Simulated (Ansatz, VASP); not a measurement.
## Ca2SiS4 (Ca2SiS4 (Pnma)) in two plane-wave programs

Aim: how closely do two programs agree when they are given the same cell, functional and k mesh? The structure shown is the start of the Ansatz relaxation below; VASP solves that cell, so the two are compared at the walk's first step.

Method: plane waves, with VASP 6.6.1 beside it; single point at PBEsol, in Ansatz 0.2.0.

## (1) The starting structure

Symmetry: Pnma, No. 62, orthorhombic system. The conventional cell has a = 13.640 Å, b = 8.192 Å, c = 6.218 Å, α = 90.00°, β = 90.00°, γ = 90.00°. Nearest to Ca lie 6 S at 2.78 to 2.88 Å and 2 Si at 3.50 Å. Nearest to Ca lie 6 S at 2.79 to 2.87 Å and 1 Si at 3.58 Å. Nearest to Si lie 4 S at 2.11 to 2.14 Å and 3 Ca at 3.50 to 3.58 Å. Nearest to S lie 1 Si at 2.14 Å and 3 Ca at 2.85 to 2.87 Å. S has 1 Si at 2.11 Å and 3 Ca at 2.87 to 2.88 Å nearest. Nearest to S lie 1 Si at 2.14 Å and 3 Ca at 2.78 to 2.79 Å. Farther neighbours and most contacts between anions are not listed.

## (2) Ansatz: relaxation, PBEsol

Ansatz runs on its default PAW (the set named soft_2) files.

The two programs are compared at the cell with which this relaxation starts, whose forces are those of its first step.

Input file input.yaml:

```yaml
crystal:
  lattice:
    - [13.639558, 0.0, 0.0]
    - [0.0, 8.1916827, 0.0]
    - [0.0, 0.0, 6.2184596]
  atoms:
    - { symbol: Ca, position: [0.0, 0.5, 0.0] }
    - { symbol: Ca, position: [0.5, 0.0, 0.5] }
    - { symbol: Ca, position: [0.0, 0.0, 0.0] }
    - { symbol: Ca, position: [0.5, 0.5, 0.5] }
    - { symbol: Ca, position: [0.22705837, 0.75, 0.48604495] }
    - { symbol: Ca, position: [0.72705837, 0.75, 0.01395505] }
    - { symbol: Ca, position: [0.77294163, 0.25, 0.51395505] }
    - { symbol: Ca, position: [0.27294163, 0.25, 0.98604495] }
    - { symbol: Si, position: [0.40644369, 0.75, 0.90720566] }
    - { symbol: Si, position: [0.90644369, 0.75, 0.59279434] }
    - { symbol: Si, position: [0.59355631, 0.25, 0.09279434] }
    - { symbol: Si, position: [0.09355631, 0.25, 0.40720566] }
    - { symbol: S, position: [0.333388, 0.54360649, 0.77073616] }
    - { symbol: S, position: [0.833388, 0.95639351, 0.72926384] }
    - { symbol: S, position: [0.666612, 0.04360649, 0.22926384] }
    - { symbol: S, position: [0.166612, 0.45639351, 0.27073616] }
    - { symbol: S, position: [0.666612, 0.45639351, 0.22926384] }
    - { symbol: S, position: [0.166612, 0.04360649, 0.27073616] }
    - { symbol: S, position: [0.333388, 0.95639351, 0.77073616] }
    - { symbol: S, position: [0.833388, 0.54360649, 0.72926384] }
    - { symbol: S, position: [0.4066224, 0.75, 0.24682332] }
    - { symbol: S, position: [0.9066224, 0.75, 0.25317668] }
    - { symbol: S, position: [0.5933776, 0.25, 0.75317668] }
    - { symbol: S, position: [0.0933776, 0.25, 0.74682332] }
    - { symbol: S, position: [0.55225671, 0.75, 0.77961988] }
    - { symbol: S, position: [0.05225671, 0.75, 0.72038012] }
    - { symbol: S, position: [0.44774329, 0.25, 0.22038012] }
    - { symbol: S, position: [0.94774329, 0.25, 0.27961988] }
basis:
  ecutwfc: 420
  xc_grid: 2
hamiltonian:
  xc: pbesol
kpoints:
  mp_grid: { grid: [2, 4, 5] }
scf:
  occupations: { method: fermi_dirac, width: 0.01 }
  max_iter: 150
output:
  forces: true
  stress: true
relax:
  f_tol: 0.01
  max_steps: 60
  cell: {}
checkpoint:
  write: "../pbesol.run"
  compress: false
  write_wavefunctions: false
  write_every: 100000
```

Launch:

```sh
> ansatz run input.yaml --threads 4 --pin off --max-ram 6594MiB --backend cpu --events-out ev --progress --plain --runs-dir out
```

Numbers of over 12 decimals in the logs are rounded to 6 here.

The log of the run:

```text
Engine: ansatz 0.2.0, x86_64-unknown-linux-gnu
Pseudopotentials: kind: paw
Pseudopotential: Ca, paw, valence charge 10, recommended cutoff 420 eV (normal), Ca.paw.azcp
Pseudopotential: Si, paw, valence charge 4, recommended cutoff 420 eV (normal), Si.paw.azcp
Pseudopotential: S, paw, valence charge 6, recommended cutoff 420 eV (normal), S.paw.azcp
Functional definition: PBEsol
  exchange = pbesol_x
  correlation = pbesol_c
Crystal: 28 atoms, lattice volume = 694.794 Å³
Basis set: ecut = 420 eV, 13567 PW (Γ), exchange–correlation on 192×120×90 points (8 copies of the dense FFT grid, shifted against one another)
Bands: 124, of which v1, the nominal top of the filled ones, is band 96 counted from 1 (95 counted from 0)
Symmetry: 8 space group operations
Space group: Pnma (ITA 62), of the structure as read, at distance tolerance 8.9e-5 Å
k-points: 18 of 40
Non-local potential: Ca, projectors of the file, l = 0: 3, l = 1: 2, l = 2: 2
Non-local potential: Si, projectors of the file, l = 0: 2, l = 1: 2, l = 2: 2
Non-local potential: S, projectors of the file, l = 0: 2, l = 1: 2, l = 2: 2
PAW form: soft (Blöchl's): semilocal exchange-correlation on the pseudo side does not see the compensation charge
PAW frozen core: Ca, regenerated for the run's functional, and the local potential with it (the file was generated under x = pbe(κ = 0.804, μ = 0.219515), c = pbe(β = 0.066725))
PAW frozen core: Si, regenerated for the run's functional, and the local potential with it (the file was generated under x = pbe(κ = 0.804, μ = 0.219515), c = pbe(β = 0.066725))
PAW frozen core: S, regenerated for the run's functional, and the local potential with it (the file was generated under x = pbe(κ = 0.804, μ = 0.219515), c = pbe(β = 0.066725))
PAW one-centre angular grid: Ca, 110 points (default); XC on 64 Gauss nodes
PAW one-centre angular grid: Si, 110 points (default); XC on 64 Gauss nodes
PAW one-centre angular grid: S, 110 points (default); XC on 64 Gauss nodes
Initial density: superposition of atomic densities (neutral atoms: chi_scale 0, normalization atom), corrected by the library's trained network
Initial wavefunctions: pseudopotential atomic-orbital guess
Functional: x = pbesol(κ = 0.804, μ = 0.123457), c = pbesol(β = 0.046)
SCF iter   1: F=—  HF=-31038.223644 eV  |F-HF|=—  |Δ(HF+E_count)|=         —  Δρ=3.67e-3  dr2=1.52e-1  ethr=1.77e-3  ⟨swp⟩=8.8  Hψ=11341  notcnv=0  defer=150
preconditioner: auto → Resta (q_TF=auto, 2.202 Å⁻¹)  ε∞=4.1  [insulator: Δε(μ)=2.984 eV  Ē_g=9.058 eV  σ=0.010 eV  W_gap=1.00  n_scr=116 (ndim 8)  ℏωp=15.9 eV  f_vac=0.035  D(μ)=0.00/eV (n_scr^D=0)  ε∞_Penn≈4.1]
SCF iter   2: F=—  HF=-31038.190794 eV  |F-HF|=—  |Δ(HF+E_count)|=   3.29e-2  Δρ=1.66e-3  dr2=2.76e-2  ethr=7.90e-5  ⟨swp⟩=2.8  Hψ=3345  notcnv=0  defer=412
SCF iter   3: F=—  HF=-31038.187343 eV  |F-HF|=—  |Δ(HF+E_count)|=   3.45e-3  Δρ=3.95e-4  dr2=1.49e-3  ethr=1.44e-5  ⟨swp⟩=2.1  Hψ=3020  notcnv=0  defer=412
SCF iter   4: F=—  HF=-31038.187870 eV  |F-HF|=—  |Δ(HF+E_count)|=   5.27e-4  Δρ=1.34e-4  dr2=2.01e-4  ethr=7.76e-7  ⟨swp⟩=2.0  Hψ=2827  notcnv=0  defer=412
SCF iter   5: F=—  HF=-31038.188002 eV  |F-HF|=—  |Δ(HF+E_count)|=   1.32e-4  Δρ=3.80e-5  dr2=1.55e-5  ethr=1.05e-7  ⟨swp⟩=2.0  Hψ=2700  notcnv=0  defer=412
SCF iter   6: F=—  HF=-31038.188297 eV  |F-HF|=—  |Δ(HF+E_count)|=   2.96e-4  Δρ=9.76e-6  dr2=1.45e-6  ethr=8.06e-9  ⟨swp⟩=2.0  Hψ=2956  notcnv=0  defer=412
SCF iter   7: F=—  HF=-31038.188300 eV  |F-HF|=—  |Δ(HF+E_count)|=   2.99e-6  Δρ=2.83e-6  dr2=1.30e-7  ethr=7.55e-10  ⟨swp⟩=2.1  Hψ=2980  notcnv=0  defer=412
SCF iter   8: F=-31038.188301 eV  HF=-31038.188301 eV  |F-HF|=1.77e-8  |Δ(HF+E_count)|=   1.92e-7  Δρ=1.07e-6  dr2=1.67e-8  ethr=5.21e-11  ⟨swp⟩=4.0  Hψ=6624  notcnv=0
SCF 1 converged in 8 iterations: F = -31038.188301 eV  dr2 = 1.67e-8
  greatest PAW one-centre occupation: 0.995 electrons in one spin orbital (limit 2), on the Ca atom at site 3 (counted from 0), in its partial waves of l = 0
relax step   1: F+E_penalty+E_count = -31038.18830064 eV  Δ(F+E_penalty+E_count) = +0.000e0 eV  max|allowed force component| = 2.740e-1 eV/Å  Δτ_max = 0.0000 Å  P = -0.981 GPa  Ω = 694.794 Å³  (8 SCF iters, dr2 threshold 1.00e-7 eV, accepted)
[...]
relax step   5: F+E_penalty+E_count = -31038.28683065 eV  Δ(F+E_penalty+E_count) = -2.158e-4 eV  max|allowed force component| = 3.507e-3 eV/Å  Δτ_max = 0.0043 Å  P = +0.008 GPa  Ω = 674.627 Å³  energy of the carried Pulay correction = +6.550e-4 eV  (7 SCF iters, accepted)
[...]
relax step   6: F+E_penalty+E_count = -31038.28627274 eV  Δ(F+E_penalty+E_count) = +5.579e-4 eV  max|allowed force component| = 3.504e-3 eV/Å  Δτ_max = 0.0000 Å  P = +0.007 GPa  Ω = 674.627 Å³  stress off target by 1.58e-2 GPa  SCF on the basis re-selected at this cell (its energy is not comparable with the rows above)  (4 SCF iters)
basis re-selected at this cell: Δ(F+E_penalty+E_count) = +5.579e-4 eV, ΔP = -0.001 GPa vs the last step (what re-selecting the basis moved, of the pressure what is left beyond the Pulay correction that the steps carried, after the strain that the cell walked since its last selection, with what the two solves' SCF thresholds leave and, on support functions, any second-order correction that the steps lacked; it is no measure of the basis error at this ecutwfc). The dense FFT grid was sized anew with the basis: this SCF ran on 90×60×45 points, the steps before it on 96×60×45, so part of this shift can come from that change (see relax.cell in the input reference). [rest of the remark cut]
SCF converged after 4 iterations
Free energy (F): -31038.286273 eV
Harris-Foulkes:  -31038.286273 eV  (|F-HF|=1.52e-9)
Internal energy: -31038.286273 eV  (E = F + TS)
E sigma→0 (E₀):  -31038.286273 eV
Fermi energy:    5.756064 eV
--- Per-component energies (eV) ---
  E_band       = -1335.556673
  E_kinetic    = 4119.305953
  E_local      = -9164.913365  (includes V_loc(G=0)·N_el)
  E_nonlocal   = 1070.504091
  E_hartree    = 3106.812955
  E_xc         = -2856.859779
  E_vxc        = -2965.497185  (∫ρ·V_xc dr)
  E_paw        = -18037.446727  (= ΣΔE_a)
  E_vpaw       = -608.582000  (= ΣTr[D̂ρ^β])
  E_aug_tail   = 0.000001  (compensation charges beyond the density's cutoff)
  E_ewald      = -9277.757188
  E_core_change = 2.067786  (= ΣΔE_core)
  E_smearing   = -0.000000  (= −TS)
  E_closure    = -0.000000  (closes the sum)
  Σ components = -31038.286273   (vs F -31038.286273, Δ=0.00e0)
--- Forces (eV/Å), atoms counted from 1 ---
  atom   1  Ca     0.00000000     0.00000000    -0.00000000
  atom   2  Ca     0.00000000     0.00000000     0.00000000
  atom   3  Ca     0.00000000     0.00000000     0.00000000
  atom   4  Ca     0.00000000     0.00000000    -0.00000000
  atom   5  Ca    -0.00350431     0.00000000    -0.00131274
  atom   6  Ca    -0.00350431    -0.00000000     0.00131274
  atom   7  Ca     0.00350431    -0.00000000     0.00131274
  atom   8  Ca     0.00350431     0.00000000    -0.00131274
  atom   9  Si    -0.00035902    -0.00000000    -0.00249844
  atom  10  Si    -0.00035902     0.00000000     0.00249844
  atom  11  Si     0.00035902     0.00000000     0.00249844
  atom  12  Si     0.00035902    -0.00000000    -0.00249844
  atom  13  S      0.00102246     0.00062373     0.00235227
  atom  14  S      0.00102246    -0.00062373    -0.00235227
  atom  15  S     -0.00102246     0.00062373    -0.00235227
  atom  16  S     -0.00102246    -0.00062373     0.00235227
  atom  17  S     -0.00102246    -0.00062373    -0.00235227
  atom  18  S     -0.00102246     0.00062373     0.00235227
  atom  19  S      0.00102246    -0.00062373     0.00235227
  atom  20  S      0.00102246     0.00062373    -0.00235227
  atom  21  S      0.00189453     0.00000000     0.00073853
  atom  22  S      0.00189453    -0.00000000    -0.00073853
  atom  23  S     -0.00189453    -0.00000000    -0.00073853
  atom  24  S     -0.00189453     0.00000000     0.00073853
  atom  25  S     -0.00122946     0.00000000    -0.00061995
  atom  26  S     -0.00122946    -0.00000000     0.00061995
  atom  27  S      0.00122946    -0.00000000     0.00061995
  atom  28  S      0.00122946     0.00000000    -0.00061995
  max |Σ_I F_I| component: 4.34e-19 eV/Å
--- Stress (GPa, compression-positive) ---
       -0.002161       0.000000       0.000000
        0.000000       0.015826       0.000000
        0.000000       0.000000       0.007655
  P = ⅓ Tr σ = 0.0071 GPa (0.071 kbar)
--- Relaxed structure (5 steps of the walk, 4 accepted, 1 SCFs on fresh bases) ---
  F+E_penalty+E_count = -31038.28627274 eV   max|allowed force component| = 3.504e-3 eV/Å   (the final SCF, on the basis selected at the relaxed cell)
  cell:  # Å, volume = 674.6272 Å³
    - [13.444930, 0.0, 0.0]
    - [0.0, 8.136892, 0.0]
    - [0.0, 0.0, 6.166614]
  atoms:
    - { symbol: Ca, position: [0, 0.500000, 0] }
    - { symbol: Ca, position: [0.500000, 0, 0.5] }
    - { symbol: Ca, position: [0, 0, 0] }
    - { symbol: Ca, position: [0.500000, 0.500000, 0.5] }
    - { symbol: Ca, position: [0.226887, 0.750000, 0.481155] }
    - { symbol: Ca, position: [0.726887, 0.750000, 0.018845] }
    - { symbol: Ca, position: [0.773113, 0.250000, 0.518845] }
    - { symbol: Ca, position: [0.273113, 0.250000, 0.981155] }
    - { symbol: Si, position: [0.406295, 0.750000, 0.905389] }
    - { symbol: Si, position: [0.906295, 0.750000, 0.594611] }
    - { symbol: Si, position: [0.593705, 0.250000, 0.094611] }
    - { symbol: Si, position: [0.093705, 0.250000, 0.405389] }
    - { symbol: S, position: [0.331529, 0.542836, 0.766579] }
    - { symbol: S, position: [0.831529, 0.957164, 0.733421] }
    - { symbol: S, position: [0.668471, 0.042836, 0.233421] }
    - { symbol: S, position: [0.168471, 0.457164, 0.266579] }
    - { symbol: S, position: [0.668471, 0.457164, 0.233421] }
    - { symbol: S, position: [0.168471, 0.042836, 0.266579] }
    - { symbol: S, position: [0.331529, 0.957164, 0.766579] }
    - { symbol: S, position: [0.831529, 0.542836, 0.733421] }
    - { symbol: S, position: [0.407566, 0.750000, 0.248729] }
    - { symbol: S, position: [0.907566, 0.750000, 0.251271] }
    - { symbol: S, position: [0.592434, 0.250000, 0.751271] }
    - { symbol: S, position: [0.092434, 0.250000, 0.748729] }
    - { symbol: S, position: [0.554268, 0.750000, 0.776080] }
    - { symbol: S, position: [0.054268, 0.750000, 0.723920] }
    - { symbol: S, position: [0.445732, 0.250000, 0.223920] }
    - { symbol: S, position: [0.945732, 0.250000, 0.276080] }
```

In the SCF lines HF is the Harris–Foulkes energy and dr2 the Hartree energy of the density residual, in eV; the loop may stop once dr2 is under the threshold and the program's other checks hold. Hψ counts applications of the Hamiltonian.

[end of part 1 of 2]

[Lines on the potential files, build, host, timing and source positions are cut from VASP's logs without a mark.]

[Logs are printed without paths, hosts, clocks, repeated set-up lines and the standing remarks that a program may print on its own settings, such as how far it seeks lower states.]

[Hosts, paths, dates, database ids (printed as entryN), source tags and the programs' standing remarks are cut or masked in the printed files.]
